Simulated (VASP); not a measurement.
## Gap of GaAs, level by level

Which functional reproduces the measured band gap of GaAs, and what does it cost? The levels: LDA, PBE, r2SCAN, TB-mBJ, LAK, SCAN, HSE06, r2SCAN-EpsX, HSE03, B3LYP, r2SCANh and PBE + SOC. The start is a cell from a database of measured crystal structures.

Program: VASP 6.6.1. Level of theory: LDA; plane waves and PAW (Ga_d, As), in the first sound run; inputs show where later runs differ. Results are calculated unless marked as measured.

**Measured values to reproduce.**

For GaAs, zincblende (semi-insulating GaAs(001) reference substrate with native oxide, 300 K), “Evidence of valence band perturbations in GaAsN/GaAs(001): A combined variable-angle spectroscopic ellipsometry and modulated photoreflectance investigation” (2008, arxiv:0805.2212) gives, by variable-angle spectroscopic ellipsometry, parametric critical-point fit: band gap (direct gap E0 at Gamma from ellipsometry) 1.412 ± 0.01 eV.

This is a report of a sequence of runs, with most program output left out.

## (1) The structure

It takes space group F-43m (No. 216, cubic). The conventional cell has a = 5.654 Å, b = 5.654 Å, c = 5.654 Å, α = 90.00°, β = 90.00°, γ = 90.00°. Nearest to Ga lie 4 As at 2.45 Å. As has 4 Ga at 2.45 Å nearest. Farther neighbours are not listed.

## (2) Bands with LDA, k 4×4×4

Levels along the symmetry lines show where the bands peak and cross; KPOINTS_OPT computes them in the converged potential. LDA, the lowest rung, knows the local density alone.

Contents of INCAR:

```
SYSTEM = GaAs
PREC = Accurate
ENCUT = 400
EDIFF = 1E-06
NELM = 100
ISMEAR = 0
SIGMA = 0.02
LREAL = .FALSE.
ALGO = Normal
GGA = CA
NBANDS = 21
LORBIT = 11
LWAVE = .FALSE.
LCHARG = .FALSE.
KPAR = 4
```

Contents of POSCAR:

```
GaAs
1.0
    0.0000000000      2.8268500000      2.8268500000
    2.8268500000      0.0000000000      2.8268500000
    2.8268500000      2.8268500000      0.0000000000
Ga As
1 1
Direct
    0.0000000000      0.0000000000      0.0000000000
    0.2500000000      0.2500000000      0.2500000000
```

Contents of KPOINTS:

```
Automatic mesh
0
Gamma
4 4 4
0 0 0
```

Contents of KPOINTS_OPT:

```
Line mode
16
Line-mode
Reciprocal
  0.00000000   0.00000000   0.00000000 GAMMA
  0.50000000   0.00000000   0.50000000 X

  0.50000000   0.00000000   0.50000000 X
  0.50000000   0.25000000   0.75000000 W

  0.50000000   0.25000000   0.75000000 W
  0.37500000   0.37500000   0.75000000 K

  0.37500000   0.37500000   0.75000000 K
  0.00000000   0.00000000   0.00000000 GAMMA

  0.00000000   0.00000000   0.00000000 GAMMA
  0.50000000   0.50000000   0.50000000 L

  0.50000000   0.50000000   0.50000000 L
  0.62500000   0.25000000   0.62500000 U

  0.62500000   0.25000000   0.62500000 U
  0.50000000   0.25000000   0.75000000 W

  0.50000000   0.25000000   0.75000000 W
  0.50000000   0.50000000   0.50000000 L

  0.50000000   0.50000000   0.50000000 L
  0.37500000   0.37500000   0.75000000 K

  0.62500000   0.25000000   0.62500000 U
  0.50000000   0.00000000   0.50000000 X
```

PAW data sets: Ga_d and As (PBE family, release 64).

On the command line:

```sh
> mpirun -np 4 vasp_std
```

Elapsed: 35 s, on 4 MPI ranks of AMD EPYC 7R43, shared host; peak memory 0.47 GiB.

Spin-orbit coupling is off here; it would split degenerate levels, and it lifts a valence top of As p states by about 0.1 eV. The PAW data sets were made with PBE, though LDA sets exist; this is a small mismatch.

This step gave:

* SCF cycles: 12
* electrons: 18
* bands: 21
* irreducible k-points: 8
* symmetry operations: 24
* free energy (TOTEN): -9.491 eV
* Fermi energy: 3.839 eV
* pressure: -1.511 GPa
* metallic: no
* least gap on mesh and path: 0.3193 eV
* least direct gap on mesh and path: 0.3193 eV
* valence top at k: 0, 0, 0
* conduction bottom at k: 0, 0, 0
* least direct gap at k: 0, 0, 0

The electronic bands at the labelled points (eV, zero at the valence-band top; v1 is the highest filled band, c1 the lowest empty one):

```
          point     v3     v2     v1    c1    c2     c3     c4
              Γ   0.00   0.00   0.00  0.32  3.63   3.63   3.63
0.47 of the way  -3.90  -1.59  -1.59  1.94  3.18   6.24   6.24
              X  -6.92  -2.72  -2.72  1.29  1.51  10.03  10.03
0.53 of the way  -6.82  -3.24  -3.14  2.54  2.77   7.81   8.03
              W  -6.74  -3.59  -3.41  4.53  4.60   5.26   5.89
0.47 of the way  -6.73  -3.81  -2.88  2.93  4.60   6.40   6.82
              K  -6.73  -3.93  -2.29  1.81  4.52   7.79   7.96
0.47 of the way  -4.89  -2.71  -0.79  2.60  4.80   4.86   5.49
              Γ   0.00   0.00   0.00  0.32  3.63   3.63   3.63
0.47 of the way  -3.94  -0.63  -0.63  1.34  4.45   4.45   5.54
              L  -6.73  -1.16  -1.16  0.83  4.54   4.54   7.52
0.53 of the way  -6.59  -3.20  -1.70  2.26  4.68   5.91   7.29
              U  -6.73  -3.93  -2.29  1.81  4.52   7.79   7.96
0.47 of the way  -6.73  -3.83  -2.77  2.70  4.58   6.61   6.99
              W  -6.74  -3.59  -3.41  4.53  4.60   5.26   5.89
0.47 of the way  -6.58  -3.41  -2.07  3.03  4.05   6.33   7.56
              L  -6.73  -1.16  -1.16  0.83  4.54   4.54   7.52
0.53 of the way  -6.59  -3.20  -1.70  2.26  4.68   5.91   7.29
              K  -6.73  -3.93  -2.29  1.81  4.52   7.79   7.96
      jump to U  -6.73  -3.93  -2.29  1.81  4.52   7.79   7.96
0.47 of the way  -6.87  -3.31  -2.59  1.51  2.55   8.96   9.21
              X  -6.92  -2.72  -2.72  1.29  1.51  10.03  10.03
```

The largest weight of each band there:

```
point       v3       v2       v1       c1       c2       c3       c4
    Γ  As 0.74  As 0.74  As 0.74  Ga 0.54  Ga 0.79  Ga 0.79  Ga 0.79
    X  Ga 0.75  As 0.61  As 0.61  Ga 0.65  Ga 0.62  Ga 0.56  Ga 0.56
    W  Ga 0.77  As 0.63  As 0.56  As 0.57  As 0.73  Ga 0.73  Ga 0.76
    K  Ga 0.75  As 0.59  As 0.62  Ga 0.63  As 0.54  Ga 0.60  Ga 0.56
    Γ  As 0.74  As 0.74  As 0.74  Ga 0.54  Ga 0.79  Ga 0.79  Ga 0.79
    L  Ga 0.63  As 0.65  As 0.65  Ga 0.62  Ga 0.67  Ga 0.67  As 0.56
```

The gap is 0.32 eV, direct at Γ. The direct gap lies -1.09 eV from the measured 1.41 eV.

## (3) Bands with PBE, k 4×4×4

This step: PBE; plane waves and PAW (Ga_d, As) (VASP 6.6.1).

PBE, the usual starting point, adds the gradient of the density.

Changes to INCAR since step 2:

```diff
@@ -9,3 +9,3 @@
 ALGO = Normal
-GGA = CA
+GGA = PE
 NBANDS = 21
```

POSCAR is that of step 2.

KPOINTS is that of step 2.

KPOINTS_OPT is that of step 2.

On the command line:

```sh
> mpirun -np 4 vasp_std
```

Elapsed: 38 s, on 4 MPI ranks; peak memory 0.46 GiB.

At this level the cell is under a pressure of 3.5 GPa, so at these settings it is away from equilibrium.

Numbers from this step:

```
free energy (TOTEN)               : -8.068 eV
Fermi energy                      : 4.184 eV
pressure                          : 3.527 GPa
least gap on mesh and path        : 0.5053 eV
least direct gap on mesh and path : 0.5055 eV
```

The electronic bands at the labelled points (eV, zero at the valence-band top; v1 is the highest filled band, c1 the lowest empty one):

```csv
point,v3,v2,v1,c1,c2,c3,c4
Γ,0.00,0.00,0.00,0.51,3.69,3.69,3.69
0.47 of the way,-3.83,-1.58,-1.58,2.05,3.31,6.30,6.30
X,-6.85,-2.69,-2.69,1.43,1.63,10.14,10.14
0.53 of the way,-6.75,-3.20,-3.10,2.67,2.87,7.91,8.14
W,-6.66,-3.55,-3.36,4.60,4.71,5.37,6.01
0.47 of the way,-6.66,-3.76,-2.85,3.04,4.69,6.50,6.93
K,-6.66,-3.88,-2.27,1.93,4.62,7.93,8.02
0.47 of the way,-4.82,-2.67,-0.79,2.71,4.92,4.92,5.61
Γ,0.00,0.00,0.00,0.51,3.69,3.69,3.69
0.47 of the way,-3.88,-0.63,-0.63,1.48,4.51,4.51,5.68
L,-6.66,-1.15,-1.15,0.98,4.60,4.60,7.74
0.53 of the way,-6.53,-3.16,-1.69,2.37,4.79,5.97,7.41
U,-6.66,-3.88,-2.27,1.93,4.62,7.93,8.02
0.47 of the way,-6.66,-3.79,-2.74,2.81,4.68,6.72,7.11
W,-6.66,-3.55,-3.36,4.60,4.71,5.37,6.01
0.47 of the way,-6.51,-3.36,-2.05,3.13,4.16,6.40,7.67
L,-6.66,-1.15,-1.15,0.98,4.60,4.60,7.74
0.53 of the way,-6.53,-3.16,-1.69,2.37,4.79,5.97,7.41
K,-6.66,-3.88,-2.27,1.93,4.62,7.93,8.02
jump to U,-6.66,-3.88,-2.27,1.93,4.62,7.93,8.02
0.47 of the way,-6.79,-3.27,-2.57,1.64,2.66,9.09,9.30
X,-6.85,-2.69,-2.69,1.43,1.63,10.14,10.14
```

The largest weight of each band there:

```csv
point,v3,v2,v1,c1,c2,c3,c4
Γ,As 0.74,As 0.74,As 0.74,Ga 0.54,Ga 0.79,Ga 0.79,Ga 0.79
X,Ga 0.75,As 0.61,As 0.61,Ga 0.65,Ga 0.62,Ga 0.57,Ga 0.57
W,Ga 0.76,As 0.63,As 0.56,As 0.57,As 0.72,Ga 0.73,Ga 0.75
K,Ga 0.74,As 0.59,As 0.62,Ga 0.63,As 0.54,Ga 0.60,Ga 0.56
Γ,As 0.74,As 0.74,As 0.74,Ga 0.54,Ga 0.79,Ga 0.79,Ga 0.79
L,Ga 0.63,As 0.65,As 0.65,Ga 0.63,Ga 0.68,Ga 0.68,As 0.55
```

The gap is 0.51 eV, direct at Γ. Against LDA that is +0.19 eV; the cost is about the same. The direct gap lies -0.91 eV from the measured 1.41 eV.

## (4) Bands with r2SCAN, k 4×4×4

This step: r2SCAN; plane waves and PAW (Ga_d, As) (VASP 6.6.1).

r2SCAN adds the kinetic-energy density, costs more than a GGA and is run with LASPH.

Changes to INCAR since step 3:

```diff
@@ -9,3 +9,4 @@
 ALGO = Normal
-GGA = PE
+METAGGA = R2SCAN
+LASPH = .TRUE.
 NBANDS = 21
```

POSCAR is that of step 3.

KPOINTS is that of step 3.

KPOINTS_OPT is that of step 3.

On the command line:

```sh
> mpirun -np 4 vasp_std
```

Elapsed: 2 min, on 4 MPI ranks; peak memory 0.52 GiB; 8.1 min of CPU time.

The PAW data sets were made with PBE, which is usual practice but a small mismatch for other functionals.

The electronic bands at the labelled points (eV, zero at the valence-band top; v1 is the highest filled band, c1 the lowest empty one):

```
          point     v3     v2     v1    c1    c2     c3     c4
              Γ   0.00   0.00   0.00  0.99  4.02   4.02   4.02
0.47 of the way  -3.84  -1.62  -1.62  2.35  3.71   6.75   6.75
              X  -7.01  -2.78  -2.78  1.73  1.93  10.85  10.85
0.53 of the way  -6.91  -3.29  -3.18  2.99  3.20   8.49   8.70
              W  -6.82  -3.65  -3.45  5.01  5.04   5.88   6.45
0.47 of the way  -6.81  -3.86  -2.93  3.38  5.08   7.01   7.43
              K  -6.81  -3.98  -2.35  2.25  5.00   8.52   8.57
0.47 of the way  -4.89  -2.72  -0.81  3.09  5.30   5.34   6.04
              Γ   0.00   0.00   0.00  0.99  4.02   4.02   4.02
0.47 of the way  -3.91  -0.64  -0.64  1.86  4.87   4.87   6.16
              L  -6.83  -1.19  -1.19  1.34  4.96   4.96   8.26
0.53 of the way  -6.68  -3.22  -1.74  2.72  5.19   6.39   7.93
              U  -6.81  -3.98  -2.35  2.25  5.00   8.52   8.57
0.47 of the way  -6.81  -3.89  -2.82  3.14  5.07   7.22   7.62
              W  -6.82  -3.65  -3.45  5.01  5.04   5.88   6.45
0.47 of the way  -6.66  -3.43  -2.11  3.50  4.53   6.86   8.22
              L  -6.83  -1.19  -1.19  1.34  4.96   4.96   8.26
0.53 of the way  -6.68  -3.22  -1.74  2.72  5.19   6.39   7.93
              K  -6.81  -3.98  -2.35  2.25  5.00   8.52   8.57
      jump to U  -6.81  -3.98  -2.35  2.25  5.00   8.52   8.57
0.47 of the way  -6.95  -3.37  -2.66  1.94  2.98   9.74   9.93
              X  -7.01  -2.78  -2.78  1.73  1.93  10.85  10.85
```

The largest weight of each band there:

```
point       v3       v2       v1       c1       c2       c3       c4
    Γ  As 0.74  As 0.74  As 0.74  Ga 0.54  Ga 0.79  Ga 0.79  Ga 0.79
    X  Ga 0.73  As 0.62  As 0.62  Ga 0.64  Ga 0.62  Ga 0.57  Ga 0.57
    W  Ga 0.75  As 0.63  As 0.57  As 0.56  As 0.71  Ga 0.72  Ga 0.74
    K  Ga 0.73  As 0.60  As 0.62  Ga 0.63  As 0.54  Ga 0.59  Ga 0.56
    Γ  As 0.74  As 0.74  As 0.74  Ga 0.54  Ga 0.79  Ga 0.79  Ga 0.79
    L  Ga 0.61  As 0.66  As 0.66  Ga 0.62  Ga 0.67  Ga 0.67  As 0.56
```

The gap is 0.99 eV, direct at Γ. Against LDA that is +0.67 eV; this run took 3.5 times the core time. The direct gap lies -0.42 eV from the measured 1.41 eV.

## (5) Bands with TB-mBJ, k 4×4×4

This step: TB-mBJ; plane waves and PAW (Ga_d, As) (VASP 6.6.1).

TB-mBJ is a local potential fitted to gaps: it costs far less than a hybrid but gives no energy.

Changes to INCAR since step 4:

```diff
@@ -4,3 +4,3 @@
 EDIFF = 1E-06
-NELM = 100
+NELM = 150
 ISMEAR = 0
@@ -9,3 +9,3 @@
 ALGO = Normal
-METAGGA = R2SCAN
+METAGGA = MBJ
 LASPH = .TRUE.
```

POSCAR is that of step 4.

KPOINTS is that of step 4.

KPOINTS_OPT is that of step 4.

On the command line:

```sh
> mpirun -np 4 vasp_std
```

The job ended after 61 s (4 MPI ranks; peak memory 0.51 GiB).

This functional is a potential without an energy, so its energies, forces and stress mean nothing and are not read.

The electronic bands at the labelled points (eV, zero at the valence-band top; v1 is the highest filled band, c1 the lowest empty one):

```csv
point,v3,v2,v1,c1,c2,c3,c4
Γ,0.00,0.00,0.00,1.65,4.21,4.21,4.21
0.47 of the way,-3.43,-1.45,-1.45,2.71,4.05,6.76,6.76
X,-6.42,-2.53,-2.53,2.17,2.32,10.96,10.96
0.53 of the way,-6.32,-2.98,-2.87,3.32,3.48,8.57,8.73
W,-6.23,-3.30,-3.10,5.18,5.20,6.12,6.57
0.47 of the way,-6.22,-3.49,-2.64,3.67,5.26,7.13,7.53
K,-6.23,-3.60,-2.13,2.64,5.19,8.57,8.67
0.47 of the way,-4.43,-2.43,-0.73,3.44,5.44,5.46,6.25
Γ,0.00,0.00,0.00,1.65,4.21,4.21,4.21
0.47 of the way,-3.51,-0.57,-0.57,2.33,5.01,5.01,6.34
L,-6.25,-1.07,-1.07,1.84,5.09,5.09,8.70
0.53 of the way,-6.11,-2.88,-1.57,3.07,5.38,6.44,8.04
U,-6.23,-3.60,-2.13,2.64,5.19,8.57,8.67
0.47 of the way,-6.22,-3.51,-2.54,3.45,5.25,7.33,7.72
W,-6.23,-3.30,-3.10,5.18,5.20,6.12,6.57
0.47 of the way,-6.09,-3.08,-1.89,3.78,4.75,6.94,8.29
L,-6.25,-1.07,-1.07,1.84,5.09,5.09,8.70
0.53 of the way,-6.11,-2.88,-1.57,3.07,5.38,6.44,8.04
K,-6.23,-3.60,-2.13,2.64,5.19,8.57,8.67
jump to U,-6.23,-3.60,-2.13,2.64,5.19,8.57,8.67
0.47 of the way,-6.36,-3.04,-2.41,2.35,3.30,9.86,9.93
X,-6.42,-2.53,-2.53,2.17,2.32,10.96,10.96
```

The largest weight of each band there:

```
point       v3       v2       v1       c1       c2       c3       c4
    Γ  As 0.76  As 0.76  As 0.76  Ga 0.52  Ga 0.75  Ga 0.75  Ga 0.75
    X  Ga 0.70  As 0.66  As 0.66  Ga 0.60  Ga 0.62  Ga 0.54  Ga 0.54
    W  Ga 0.71  As 0.67  As 0.62  As 0.56  As 0.71  Ga 0.67  Ga 0.69
    K  Ga 0.69  As 0.65  As 0.67  Ga 0.61  As 0.55  Ga 0.51  Ga 0.51
    Γ  As 0.76  As 0.76  As 0.76  Ga 0.52  Ga 0.75  Ga 0.75  Ga 0.75
    L  Ga 0.58  As 0.70  As 0.70  Ga 0.61  Ga 0.64  Ga 0.64  As 0.59
```

The gap is 1.65 eV, direct at Γ. Against LDA that is +1.33 eV; this run took 1.7 times the core time. The direct gap lies +0.23 eV from the measured 1.41 eV.

## (6) Bands with LAK, k 4×4×4

This step: LAK; plane waves and PAW (Ga_d, As) (VASP 6.6.1).

LAK is a meta-GGA built to open gaps without exact exchange.

Changes to INCAR since step 5:

```diff
@@ -4,3 +4,3 @@
 EDIFF = 1E-06
-NELM = 150
+NELM = 100
 ISMEAR = 0
@@ -9,3 +9,3 @@
 ALGO = Normal
-METAGGA = MBJ
+METAGGA = LAK
 LASPH = .TRUE.
```

POSCAR is that of step 5.

KPOINTS is that of step 5.

KPOINTS_OPT is that of step 5.

On the command line:

```sh
> mpirun -np 4 vasp_std
```

The job ended after 2.7 min (4 MPI ranks; peak memory 0.49 GiB; 11 min of CPU time).

At this level the cell is under a pressure of 4.4 GPa, so at these settings it is away from equilibrium.

The electronic bands at the labelled points (eV, zero at the valence-band top; v1 is the highest filled band, c1 the lowest empty one):

| point | v3 | v2 | v1 | c1 | c2 | c3 | c4 |
| --- | --- | --- | --- | --- | --- | --- | --- |
| Γ | 0.00 | 0.00 | 0.00 | 1.49 | 4.20 | 4.20 | 4.20 |
| 0.47 of the way | -3.71 | -1.59 | -1.59 | 2.60 | 4.04 | 6.94 | 6.94 |
| X | -6.93 | -2.75 | -2.75 | 2.02 | 2.20 | 11.21 | 11.21 |
| 0.53 of the way | -6.83 | -3.23 | -3.12 | 3.25 | 3.45 | 8.77 | 8.93 |
| W | -6.74 | -3.58 | -3.37 | 5.26 | 5.32 | 6.18 | 6.59 |
| 0.47 of the way | -6.73 | -3.78 | -2.87 | 3.64 | 5.34 | 7.26 | 7.64 |
| K | -6.74 | -3.90 | -2.32 | 2.53 | 5.26 | 8.81 | 8.82 |
| 0.47 of the way | -4.78 | -2.65 | -0.81 | 3.42 | 5.51 | 5.53 | 6.32 |
| Γ | 0.00 | 0.00 | 0.00 | 1.49 | 4.20 | 4.20 | 4.20 |
| 0.47 of the way | -3.80 | -0.64 | -0.64 | 2.22 | 5.06 | 5.06 | 6.43 |
| L | -6.73 | -1.18 | -1.18 | 1.70 | 5.17 | 5.17 | 8.58 |
| 0.53 of the way | -6.59 | -3.14 | -1.72 | 3.01 | 5.45 | 6.60 | 8.18 |
| U | -6.74 | -3.90 | -2.32 | 2.53 | 5.26 | 8.81 | 8.82 |
| 0.47 of the way | -6.73 | -3.81 | -2.77 | 3.41 | 5.33 | 7.48 | 7.84 |
| W | -6.74 | -3.58 | -3.37 | 5.26 | 5.32 | 6.18 | 6.59 |
| 0.47 of the way | -6.57 | -3.35 | -2.07 | 3.79 | 4.75 | 7.13 | 8.46 |
| L | -6.73 | -1.18 | -1.18 | 1.70 | 5.17 | 5.17 | 8.58 |
| 0.53 of the way | -6.59 | -3.14 | -1.72 | 3.01 | 5.45 | 6.60 | 8.18 |
| K | -6.74 | -3.90 | -2.32 | 2.53 | 5.26 | 8.81 | 8.82 |
| jump to U | -6.74 | -3.90 | -2.32 | 2.53 | 5.26 | 8.81 | 8.82 |
| 0.47 of the way | -6.88 | -3.30 | -2.62 | 2.23 | 3.24 | 10.06 | 10.22 |
| X | -6.93 | -2.75 | -2.75 | 2.02 | 2.20 | 11.21 | 11.21 |

The largest weight of each band there:

| point | v3 | v2 | v1 | c1 | c2 | c3 | c4 |
| --- | --- | --- | --- | --- | --- | --- | --- |
| Γ | As 0.73 | As 0.73 | As 0.73 | Ga 0.54 | Ga 0.77 | Ga 0.77 | Ga 0.77 |
| X | Ga 0.72 | As 0.62 | As 0.62 | Ga 0.63 | Ga 0.62 | Ga 0.57 | Ga 0.57 |
| W | Ga 0.74 | As 0.63 | As 0.58 | As 0.70 | As 0.56 | Ga 0.71 | Ga 0.72 |
| K | Ga 0.72 | As 0.61 | As 0.63 | Ga 0.62 | As 0.53 | Ga 0.55 | Ga 0.55 |
| Γ | As 0.73 | As 0.73 | As 0.73 | Ga 0.54 | Ga 0.77 | Ga 0.77 | Ga 0.77 |
| L | Ga 0.60 | As 0.66 | As 0.66 | Ga 0.62 | Ga 0.66 | Ga 0.66 | As 0.55 |

The gap is 1.49 eV, direct at Γ. Against LDA that is +1.18 eV; this run took 4.5 times the core time. The direct gap lies +0.08 eV from the measured 1.41 eV.

## (7) Bands with SCAN, k 4×4×4

This step: SCAN; plane waves and PAW (Ga_d, As) (VASP 6.6.1).

SCAN adds the kinetic-energy density; it is numerically more delicate than r2SCAN.

Changes to INCAR since step 6:

```diff
@@ -9,3 +9,3 @@
 ALGO = Normal
-METAGGA = LAK
+METAGGA = SCAN
 LASPH = .TRUE.
```

POSCAR is that of step 6.

KPOINTS is that of step 6.

KPOINTS_OPT is that of step 6.

On the command line:

```sh
> mpirun -np 4 vasp_std
```

Wall time 2.6 min (4 MPI ranks); peak memory 0.49 GiB; 10 min of CPU time.

The electronic bands at the labelled points (eV, zero at the valence-band top; v1 is the highest filled band, c1 the lowest empty one):

```
          point     v3     v2     v1    c1    c2     c3     c4
              Γ   0.00   0.00   0.00  0.74  3.93   3.93   3.93
0.47 of the way  -3.92  -1.63  -1.63  2.28  3.58   6.66   6.66
              X  -7.09  -2.79  -2.79  1.63  1.86  10.73  10.73
0.53 of the way  -6.99  -3.30  -3.20  2.89  3.13   8.36   8.59
              W  -6.90  -3.65  -3.47  4.97  4.99   5.72   6.33
0.47 of the way  -6.89  -3.87  -2.94  3.30  5.02   6.88   7.31
              K  -6.90  -3.99  -2.36  2.16  4.93   8.38   8.49
0.47 of the way  -4.96  -2.74  -0.82  2.98  5.21   5.23   5.96
              Γ   0.00   0.00   0.00  0.74  3.93   3.93   3.93
0.47 of the way  -3.98  -0.65  -0.65  1.71  4.80   4.80   6.01
              L  -6.88  -1.20  -1.20  1.19  4.90   4.90   8.16
0.53 of the way  -6.75  -3.24  -1.75  2.62  5.10   6.32   7.82
              U  -6.90  -3.99  -2.36  2.16  4.93   8.38   8.49
0.47 of the way  -6.89  -3.90  -2.83  3.06  5.00   7.10   7.50
              W  -6.90  -3.65  -3.47  4.97  4.99   5.72   6.33
0.47 of the way  -6.73  -3.45  -2.12  3.41  4.43   6.80   8.10
              L  -6.88  -1.20  -1.20  1.19  4.90   4.90   8.16
0.53 of the way  -6.75  -3.24  -1.75  2.62  5.10   6.32   7.82
              K  -6.90  -3.99  -2.36  2.16  4.93   8.38   8.49
      jump to U  -6.90  -3.99  -2.36  2.16  4.93   8.38   8.49
0.47 of the way  -7.03  -3.38  -2.66  1.86  2.91   9.60   9.83
              X  -7.09  -2.79  -2.79  1.63  1.86  10.73  10.73
```

The largest weight of each band there:

```csv
point,v3,v2,v1,c1,c2,c3,c4
Γ,As 0.74,As 0.74,As 0.74,Ga 0.54,Ga 0.78,Ga 0.78,Ga 0.78
X,Ga 0.74,As 0.61,As 0.61,Ga 0.64,Ga 0.62,Ga 0.57,Ga 0.57
W,Ga 0.75,As 0.63,As 0.57,As 0.57,As 0.72,Ga 0.72,Ga 0.74
K,Ga 0.73,As 0.60,As 0.62,Ga 0.63,As 0.54,Ga 0.58,Ga 0.55
Γ,As 0.74,As 0.74,As 0.74,Ga 0.54,Ga 0.78,Ga 0.78,Ga 0.78
L,Ga 0.62,As 0.66,As 0.66,Ga 0.62,Ga 0.67,Ga 0.67,As 0.56
```

The gap is 0.74 eV, direct at Γ. Against LDA that is +0.42 eV; this run took 4.4 times the core time. The direct gap lies -0.67 eV from the measured 1.41 eV.

## (8) Starting orbitals for the hybrid

This step: PBE; plane waves and PAW (Ga_d, As) (VASP 6.6.1).

A hybrid converges badly from random orbitals, so a cheap semilocal run writes a WAVECAR on the same mesh first.

Contents of INCAR:

```
SYSTEM = GaAs
PREC = Accurate
ENCUT = 400
EDIFF = 1E-05
NELM = 100
ISMEAR = 0
SIGMA = 0.02
LREAL = .FALSE.
ALGO = Normal
GGA = PE
NBANDS = 15
LORBIT = 11
LWAVE = .TRUE.
LCHARG = .FALSE.
KPAR = 4
```

POSCAR is that of step 7.

KPOINTS is that of step 7.

On the command line:

```sh
> mpirun -np 4 vasp_std
```

Wall time 5 s (4 MPI ranks); peak memory 0.46 GiB; 17 s of CPU time.

The gap is read on the k-mesh alone, so it is an upper bound where the band edges lie off the mesh.

A gap read on the k-mesh alone can miss the band edges.

Numbers from this step:

- SCF cycles: 12
- bands: 15
- free energy (TOTEN): -8.068 eV
- Fermi energy: 4.125 eV
- pressure: 3.532 GPa
- gap on the k-mesh: 0.5055 eV
- least direct gap on the k-mesh: 0.5055 eV

(Continued in part 2 of 3.)

[Lines on the potential files, build, host, timing and source positions are cut from VASP's logs without a mark.]

[Logs are printed without paths, hosts, clocks, repeated set-up lines and the standing remarks that a program may print on its own settings, such as how far it seeks lower states.]

[Hosts, paths, dates, database ids (printed as entryN), source tags and the programs' standing remarks are cut or masked in the printed files.]

[Measured values are set beside computed ones only where the two were judged alike; some that the calculation misses by far are left out.]
